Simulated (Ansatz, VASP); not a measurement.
# W2N: VASP beside Ansatz, part 2 of 2

One calculation is typed for both programs; each brings its own data sets. How far apart do they land? The structure shown is the start of the Ansatz relaxation below; VASP solves that cell, so the two are compared at the walk's first step.

VASP 6.6.1 and Ansatz 0.2.0.

So far. Step 4 (Side by side): The forces differ by 16 meV/Å r.m.s., which is 39.7 % of the r.m.s. force of 0.040 eV/Å (both taken over all components). With vacuum in the cell, a pressure given here is an average over mostly empty space and none of the material.

## 5. Ansatz: relaxation, PBEsol

Level of this step: Ansatz beside VASP: Kohn-Sham DFT, plane waves, PBEsol (Ansatz).

The two programs are compared at the cell with which this relaxation starts, whose forces are those of its first step. This pair takes another cell of the material, with 6 atoms against 3 for the pair before.

The structure compared here is the start of the Ansatz relaxation; VASP solves that cell, so the two are compared at the walk's first step.

File input.yaml:

```yaml
crystal:
  lattice:
    - [2.7570046102, 0.0, 0.0]
    - [0.0, 4.7752720615, 0.0]
    - [0.0, 0.0, 28.6]
  atoms:
    - { symbol: "N", position: [1.0, 0.0167277492, 0.3494969136] }
    - { symbol: "N", position: [0.5, 0.4832722508, 0.3498037858] }
    - { symbol: W, position: [0.0, 0.3324367849, 0.4016262607] }
    - { symbol: W, position: [0.5, 0.8342298818, 0.3982352628] }
    - { symbol: W, position: [0.5, 0.1675632151, 0.2976744387] }
    - { symbol: W, position: [1.0, 0.6657701182, 0.3010654366] }
  periodic: [true, true, false]
kpoints:
  mp_grid: { grid: [12, 8, 1] }
hamiltonian:
  xc: pbesol
  pseudopotentials: { kind: paw, azcp: { folder: soft_1 }, xc_functional: pbe }
scf:
  occupations: { method: methfessel_paxton, width: 0.2 }
output:
  forces: true
  stress: true
  eigenvalues: true
  write_density: true
  write_potential: true
  elf: true
  volumetric_format: npy
relax:
  adjacent_minimum: "off"
  f_tol: 0.002
  max_steps: 120
  cell: { stress_2d_tol: 0.005 }
```

Started as:

```console
$ ansatz run input.yaml --threads 4 --pin off --max-ram 16384MiB --backend cpu --events-out ev --progress --plain --runs-dir out
```

Numbers of over 12 decimals in the logs are rounded to 6 here.

What it wrote:

```text
[...]
cell:  # Å, volume = 393.8654 Å³
    - [2.754856, 0, 0]
    - [0, 4.806398, 0]
    - [0, 0, 29.7460442184]
  atoms:
    - { symbol: N, position: [1.000000, 0.023528, 0.335789] }
    - { symbol: N, position: [0.500000, 0.476472, 0.336570] }
    - { symbol: W, position: [3.693894933477004e-19, 0.329822, 0.386461] }
    - { symbol: W, position: [0.500000, 0.833154, 0.381371] }
    - { symbol: W, position: [0.500000, 0.170178, 0.285897] }
    - { symbol: W, position: [1.000000, 0.666846, 0.290987] }
[key lines of the parts left out:]
SCF converged after 7 iterations
Free energy (F): -41781.856505 eV
Fermi energy:    -5.445551 eV
P = ½ c Tr σ = 0.0006 N/m
```

## 6. VASP: single point, PBEsol, start cell, pair 2

The same cell, functional, mesh and smearing now go to VASP, with its own data sets.

File INCAR:

```
SYSTEM = W2N
PREC = Accurate
ENCUT = 520
EDIFF = 1E-06
NELM = 120
ISMEAR = 1
SIGMA = 0.2
LREAL = .FALSE.
ALGO = Normal
GGA = PS
NBANDS = 23
LASPH = .TRUE.
LORBIT = 11
LWAVE = .FALSE.
LCHARG = .FALSE.
ISIF = 2
LDIPOL = .TRUE.
IDIPOL = 3
DIPOL = 0.5 0.5 0.336
LVHAR = .TRUE.
GGA_COMPAT = .FALSE.
NELMDL = -8
KPAR = 2
```

File POSCAR:

```
W2N
1.0
    2.7570050000      0.0000000000      0.0000000000
    0.0000000000      4.7752720000      0.0000000000
    0.0000000000      0.0000000000     29.7460440000
N W
2 4
Direct
    0.0000000000      0.0167278429      0.3360316417
    0.4999998186      0.4832721571      0.3363266725
    0.0000000000      0.3324367701      0.3861525586
    0.4999998186      0.8342299664      0.3828922259
    0.4999998186      0.1675632299      0.2862057556
    0.0000000000      0.6657700336      0.2894660883
```

File KPOINTS:

```
Automatic mesh
0
Gamma
12 8 1
0 0 0
```

The projector-augmented-wave data sets are N and W (PBE family, release 64).

Started as:

```console
$ mpirun -np 2 vasp_std
```

What it wrote:

```text
[banner, memory and clock lines left out]
running    2 mpi-ranks, on    1 nodes
[...]
[... a notice as in an earlier step ...]

 LDA part: xc-table for (Slater+PW92), standard interpolation
 POSCAR, INCAR and KPOINTS ok, starting setup
[...]
entering main loop
       N       E                     dE             d eps       ncg     rms          rms(c)
DAV:   1     0.264099824527E+03    0.26410E+03   -0.11642E+04  1618   0.109E+03
DAV:   2    -0.264083829458E+02   -0.29051E+03   -0.27976E+03  2536   0.236E+02
DAV:   3    -0.716068192846E+02   -0.45198E+02   -0.44349E+02  2010   0.109E+02
DAV:   4    -0.740523042388E+02   -0.24455E+01   -0.24187E+01  2510   0.283E+01
[...]
DAV:  26    -0.672136233522E+02   -0.25296E-05   -0.73455E-08  1393   0.672E-04    0.517E-04
DAV:  27    -0.672136245186E+02   -0.11664E-05   -0.27471E-08  1386   0.459E-04    0.157E-04
DAV:  28    -0.672136250393E+02   -0.52072E-06   -0.15923E-08  1372   0.310E-04
   1 F= -.67213625E+02 E0= -.67213838E+02  d E =0.639918E-03
```

Parts of OUTCAR (step 6):

```text
  Total       -1.1011192     -0.5716658     -0.3957196      0.0000000     -0.0667293      0.0000000
  in kB       -4.5048467     -2.3387723     -1.6189492      0.0000000     -0.2730000      0.0000000
  external PRESSURE =      -2.8208560 kB  Pullay stress =       0.0000000 kB

 POSITION                                       TOTAL-FORCE (eV/Angst)
 -----------------------------------------------------------------------------------
      0.00000      0.07988      9.99561         0.000000     -0.056314     -0.026265
      1.37850      2.30776     10.00439         0.000000      0.056314      0.026265
      0.00000      1.58748     11.48651         0.000000     -0.037570      0.058805
      1.37850      3.98368     11.38953         0.000000      0.015999     -0.185036
      1.37850      0.80016      8.51349         0.000000      0.037570     -0.058805
      0.00000      3.17923      8.61047         0.000000     -0.015999      0.185036
 -----------------------------------------------------------------------------------
    total drift:                                0.000310      0.000080     -0.000131

  FREE ENERGIE OF THE ION-ELECTRON SYSTEM (eV)
  ---------------------------------------------------
  free  energy   TOTEN  =       -67.2136250393 eV

  energy  without entropy=      -67.2142649572  energy(sigma->0) =      -67.21383835

[... 3 further parts left out ...]
[key lines of the parts left out:]
E-fermi :  -2.8063
```

The run ends at a pressure of -0.28 GPa, with forces up to 0.19 eV/Å.

## 7. Comparison

What differs besides the data sets and the points named for the pairs above, as far as they apply: the data sets hold 66 valence electrons in Ansatz (on its PAW soft_1 files) and 34 in VASP. Total energies have different zeros and are not compared.

Forces (eV/Å; atoms numbered as in POSCAR):

```csv
atom,"Ansatz x, y, z","VASP x, y, z"
N1,"0.000, -0.065, -0.013","0.000, -0.056, -0.026"
N2,"0.000, 0.065, 0.013","0.000, 0.056, 0.026"
W3,"0.000, -0.038, 0.024","0.000, -0.038, 0.059"
W4,"0.000, 0.015, -0.198","0.000, 0.016, -0.185"
W5,"0.000, 0.038, -0.024","0.000, 0.038, -0.059"
W6,"0.000, -0.015, 0.198","0.000, -0.016, 0.185"
```

The forces differ by 13 meV/Å r.m.s., which is 19.4 % of the r.m.s. force of 0.069 eV/Å (both taken over all components). With vacuum in the cell, a pressure given here is an average over mostly empty space and none of the material.

## 8. Ansatz: relaxation, PBEsol

The two programs are compared at the cell with which this relaxation starts, whose forces are those of its first step.

The structure compared here is the start of the Ansatz relaxation; VASP solves that cell, so the two are compared at the walk's first step.

File input.yaml:

```yaml
crystal:
  lattice:
    - [2.7548559283, 0.0, 0.0]
    - [0.0, 4.8063983816, 0.0]
    - [0.0, 0.0, 29.7460442184]
  atoms:
    - { symbol: "N", position: [1.0, 0.023528477, 0.3357888016] }
    - { symbol: "N", position: [0.5, 0.476471523, 0.3365695078] }
    - { symbol: W, position: [0.0, 0.3298218433, 0.3864609351] }
    - { symbol: W, position: [0.5, 0.833154011, 0.3813710881] }
    - { symbol: W, position: [0.5, 0.1701781567, 0.2858973743] }
    - { symbol: W, position: [1.0, 0.666845989, 0.2909872213] }
  periodic: [true, true, false]
kpoints:
  mp_grid: { grid: [14, 8, 1] }
hamiltonian:
  xc: pbesol
  pseudopotentials: { kind: paw, azcp: { folder: soft_1 }, xc_functional: pbe }
scf:
  occupations: { method: methfessel_paxton, width: 0.2 }
output:
  forces: true
  stress: true
  eigenvalues: true
relax:
  adjacent_minimum: "off"
  f_tol: 0.001
  max_steps: 60
  cell: { stress_2d_tol: 0.002 }
```

Started as:

```console
$ ansatz run input.yaml --threads 4 --pin off --max-ram 16384MiB --backend cpu --events-out ev --progress --plain --runs-dir out
```

What it wrote:

```text
[...]
Crystal: 6 atoms, lattice volume = 393.865 Å³
Basis set: ecut = 420 eV, 7719 PW (Γ), exchange–correlation on 40×72×400 points (8 copies of the dense FFT grid, shifted against one another)
Bands: 40, of which v1, the nominal top of the filled ones, is band 33 counted from 1 (32 counted from 0)
Symmetry: 4 space group operations
[...]
k-points: 40 of 112
[...]
cell:  # Å, volume = 393.4149 Å³
    - [2.756919, 0.0, 0.0]
    - [0.0, 4.797307, 0]
    - [0.0, 0, 29.7460442184]
  atoms:
    - { symbol: N, position: [1.0, 0.022675, 0.335841] }
    - { symbol: N, position: [0.5, 0.477325, 0.336517] }
    - { symbol: W, position: [0, 0.330276, 0.386464] }
    - { symbol: W, position: [0.5, 0.833661, 0.381570] }
    - { symbol: W, position: [0.5, 0.169724, 0.285894] }
    - { symbol: W, position: [1.0, 0.666339, 0.290788] }
[key lines of the parts left out:]
SCF converged after 7 iterations
Free energy (F): -41781.861337 eV
Fermi energy:    -5.458864 eV
P = ½ c Tr σ = 0.0001 N/m
```

## 9. VASP: single point, PBEsol, start cell, pair 3

The same cell, functional, mesh and smearing now go to VASP, with its own data sets.

INCAR is that of step 6.

File POSCAR:

```
W2N
1.0
    2.7548560000      0.0000000000      0.0000000000
    0.0000000000      4.8063980000      0.0000000000
    0.0000000000      0.0000000000     29.7460440000
N W
2 4
Direct
    0.0000000000      0.0235284302      0.3357888195
    0.5000000000      0.4764715698      0.3365694948
    0.0000000000      0.3298218333      0.3864609358
    0.5000000000      0.8331540584      0.3813710825
    0.5000000000      0.1701781667      0.2858973785
    0.0000000000      0.6668459416      0.2909872318
```

File KPOINTS:

```
Automatic mesh
0
Gamma
14 8 1
0 0 0
```

Started as:

```console
$ mpirun -np 2 vasp_std
```

What it wrote:

```text
[... set-up lines as in an earlier step ...]
 entering main loop
       N       E                     dE             d eps       ncg     rms          rms(c)
DAV:   1     0.267592455421E+03    0.26759E+03   -0.11693E+04  1840   0.109E+03
DAV:   2    -0.267136410649E+02   -0.29431E+03   -0.28407E+03  2938   0.237E+02
DAV:   3    -0.715856631218E+02   -0.44872E+02   -0.44005E+02  2324   0.109E+02
DAV:   4    -0.741157588292E+02   -0.25301E+01   -0.25053E+01  2874   0.284E+01
[...]
DAV:  25    -0.672227644768E+02   -0.58269E-05   -0.98804E-08  1634   0.104E-03    0.968E-04
DAV:  26    -0.672227692657E+02   -0.47890E-05   -0.17235E-07  1645   0.954E-04    0.369E-04
DAV:  27    -0.672227702038E+02   -0.93810E-06   -0.23735E-08  1578   0.485E-04
   1 F= -.67222770E+02 E0= -.67224741E+02  d E =0.591140E-02
```

From OUTCAR (step 9):

```text
  Total       -0.7117909     -1.0277592      0.1735698      0.0000000      0.0340480      0.0000000
  in kB       -2.8954439     -4.1807492      0.7060524      0.0000000      0.1385013      0.0000000
  external PRESSURE =      -2.1233802 kB  Pullay stress =       0.0000000 kB

 POSITION                                       TOTAL-FORCE (eV/Angst)
 -----------------------------------------------------------------------------------
      0.00000      0.11309      9.98839         0.000000      0.012329     -0.001792
      1.37743      2.29011     10.01161         0.000000     -0.012329      0.001792
      0.00000      1.58525     11.49568         0.000000     -0.004503      0.050037
      1.37743      4.00447     11.34428         0.000000      0.017766      0.029791
      1.37743      0.81794      8.50432         0.000000      0.004503     -0.050037
      0.00000      3.20513      8.65572         0.000000     -0.017766     -0.029791
 -----------------------------------------------------------------------------------
    total drift:                                0.000000      0.000006      0.000098

  FREE ENERGIE OF THE ION-ELECTRON SYSTEM (eV)
  ---------------------------------------------------
  free  energy   TOTEN  =       -67.2227702038 eV

  energy  without entropy=      -67.2286816009  energy(sigma->0) =      -67.22474067

[... 3 further parts left out ...]
[key lines of the parts left out:]
E-fermi :  -2.8348
```

The run ends at a pressure of -0.21 GPa, with forces up to 0.050 eV/Å.

## 10. Comparison

What differs besides the data sets and the points named for the pairs above, as far as they apply: the data sets hold 66 valence electrons in Ansatz (on its PAW soft_1 files) and 34 in VASP. Total energies have different zeros and are not compared.

Forces (eV/Å; atoms numbered as in POSCAR):

```csv
atom,"Ansatz x, y, z","VASP x, y, z"
N1,"0.000, -0.003, 0.012","0.000, 0.012, -0.002"
N2,"0.000, 0.003, -0.012","0.000, -0.012, 0.002"
W3,"0.000, -0.002, 0.013","0.000, -0.005, 0.050"
W4,"0.000, 0.012, 0.017","0.000, 0.018, 0.030"
W5,"0.000, 0.002, -0.013","0.000, 0.005, -0.050"
W6,"0.000, -0.012, -0.017","0.000, -0.018, -0.030"
```

The forces differ by 15 meV/Å r.m.s., which is 72.4 % of the r.m.s. force of 0.021 eV/Å (both taken over all components). With vacuum in the cell, a pressure given here is an average over mostly empty space and none of the material.

## 11. Outcome

* r.m.s. force difference (single point, PBEsol, start cell, pair 1): 16 meV/Å
* r.m.s. force difference (single point, PBEsol, start cell, pair 2): 13 meV/Å
* r.m.s. force difference (single point, PBEsol, start cell, pair 3): 15 meV/Å

In words: The r.m.s. force difference is 16 meV/Å (single point, PBEsol, start cell, pair 1), beyond the 12 meV/Å picked in this series as the mark of a large difference. The data sets hold unlike numbers of valence electrons (33 in Ansatz and 17 in VASP and 66 in Ansatz and 34 in VASP), so part of the differences comes from the potentials. What causes the difference of the single point, PBEsol, start cell, pair 1 pair stays open here. What causes the difference of the single point, PBEsol, start cell, pair 2 pair stays open here. What causes the difference of the single point, PBEsol, start cell, pair 3 pair stays open here. 3 further runs of this series are not shown here. Such differences can come from data sets, numerical settings and the points named under the comparisons, not from the functional's error against experiment.

[Lines on the potential files, build, host, timing and source positions are cut from VASP's logs without a mark.]

[Logs are printed without paths, hosts, clocks, repeated set-up lines and the standing remarks that a program may print on its own settings, such as how far it seeks lower states.]

[Hosts, paths, dates, database ids (printed as entryN), source tags and the programs' standing remarks are cut or masked in the printed files.]
